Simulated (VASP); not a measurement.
Calculation: PBEsol GGA, VASP's PBE PAW potentials (set 64) (plane waves; VASP).

VASP ran on this input.

### POSCAR
```
BeZn3Se4
1
    0.0027865915     5.5133522625     5.5144361961
    5.5133522625     0.0027865915     5.5144361961
    2.7580694270     2.7580694270     0.0000000000
Zn Se Be
3 4 1
Direct
  0.9985787295   0.9985787295   0.0028425410
  0.9979319900   0.5026777359   0.9993902741
  0.5026777359   0.9979319900   0.9993902741
  0.1247797126   0.1247797126   0.2504405748
  0.1452905534   0.6182771848   0.2364322618
  0.6182771848   0.1452905534   0.2364322618
  0.6127457984   0.6127457984   0.2745084032
  0.4997182954   0.4997182954   0.0005634092
```

### KPOINTS
```
Automatic mesh
0
Gamma
3 3 6
0 0 0
```

**INCAR**
```
LWAVE = .FALSE.
ISMEAR = 0
ISIF = 3   # ions, shape and volume
IBRION = 2
LCHARG = .FALSE.
LASPH = .TRUE.   # aspherical one-centre terms
NSW = 60
LREAL = .FALSE.
EDIFF = 1E-6   # SCF stop (eV)
PREC = Accurate
ALGO = Normal
NELM = 100   # most electronic steps
GGA = PS   # PBEsol
LMAXMIX = 4
SIGMA = 0.05   # width (eV)
ENCUT = 400   # plane-wave cut-off (eV)
EDIFFG = -0.02   # ionic stop
SYSTEM = BeZn3Se4
```

POTCAR, in this order: Zn Se Be (PBE.64 set). Program: vasp_std.

What VASP printed:

File OSZICAR:
```
       N       E                     dE             d eps       ncg     rms          rms(c)
DAV:   1     0.410976752825E+03    0.41098E+03   -0.24154E+04  1184   0.153E+03
DAV:   2     0.195354864005E+02   -0.39144E+03   -0.37783E+03  1230   0.357E+02
DAV:   3    -0.290676396292E+02   -0.48603E+02   -0.47598E+02  1378   0.127E+02
DAV:   4    -0.306933152786E+02   -0.16257E+01   -0.16202E+01  1356   0.223E+01
DAV:   5    -0.307152488299E+02   -0.21934E-01   -0.21924E-01  1456   0.259E+00    0.955E+00
DAV:   6    -0.295621268911E+02    0.11531E+01   -0.32101E+00  1575   0.458E+01    0.728E+00
DAV:   7    -0.295546409994E+02    0.74859E-02   -0.22972E+00  1329   0.730E+00    0.299E+00
DAV:   8    -0.295428687683E+02    0.11772E-01   -0.11227E-01  1485   0.559E+00    0.990E-01
DAV:   9    -0.295415684365E+02    0.13003E-02   -0.25002E-02  1483   0.407E+00    0.200E-01
DAV:  10    -0.295416647246E+02   -0.96288E-04   -0.43452E-03  1426   0.131E+00    0.111E-01
DAV:  11    -0.295417743132E+02   -0.10959E-03   -0.11706E-03  1578   0.534E-01    0.410E-02
DAV:  12    -0.295418332503E+02   -0.58937E-04   -0.47166E-04  1331   0.196E-01    0.215E-02
DAV:  13    -0.295418284701E+02    0.47802E-05   -0.24389E-05  1572   0.653E-02    0.133E-02
DAV:  14    -0.295418274747E+02    0.99542E-06   -0.15643E-05  1570   0.641E-02    0.535E-03
DAV:  15    -0.295418278376E+02   -0.36287E-06   -0.66664E-06  1299   0.164E-02
   1 F= -.29541828E+02 E0= -.29541828E+02  d E =-.295418E+02
```

File OUTCAR:
```
------------------------ aborting loop because EDIFF is reached ----------------------------------------
  FORCE on cell =-STRESS in cart. coord.  units (eV):
  Direction    XX          YY          ZZ          XY          YZ          ZX
  --------------------------------------------------------------------------------------
  Total        0.0141460      0.0141460      0.1230866     -0.0817180      0.0000000     -0.0000000
  in kB        0.1352109      0.1352109      1.1764919     -0.7810809      0.0000000     -0.0000000
  external PRESSURE =       0.4823046 kB  Pullay stress =       0.0000000 kB
  volume of cell :      167.62
      direct lattice vectors                 reciprocal lattice vectors
     0.002786591  5.513352262  5.514436196    -0.090734787  0.090734787  0.090671101
     5.513352262  0.002786591  5.514436196     0.090734787 -0.090734787  0.090671101
     2.758069427  2.758069427  0.000000000     0.181286227  0.181286227 -0.181342202
 POSITION                                       TOTAL-FORCE (eV/Angst)
 -----------------------------------------------------------------------------------
      5.51614      5.51614     11.01320        -0.000000     -0.000000      0.004341
      5.53061      8.25974      8.27502        -0.003988      0.003988     -0.006856
      8.25974      5.53061      8.27502         0.003988     -0.003988     -0.006856
      1.37903      1.37903      1.37618        -0.000000     -0.000000      0.019627
      4.06128      1.45486      4.21065        -0.000434      0.000434     -0.013872
      1.45486      4.06128      4.21065         0.000434     -0.000434     -0.013872
      4.13710      4.13710      6.75790        -0.000000     -0.000000      0.002825
      2.75807      2.75807      5.51133        -0.000000     -0.000000      0.014664
 -----------------------------------------------------------------------------------
    total drift:                               -0.000014     -0.000014      0.000499
  FREE ENERGIE OF THE ION-ELECTRON SYSTEM (eV)
  ---------------------------------------------------
  free  energy   TOTEN  =       -29.5418278376 eV

  energy  without entropy=      -29.5418278376  energy(sigma->0) =      -29.54182784

 reached required accuracy - stopping structural energy minimisation
```
(Selected blocks of OUTCAR.)

The structure was generated: BeZn3Se4 was put into an ordered model structure (Amm2), which need not be its known phase. It was relaxed first. The start is the result of an earlier pass.
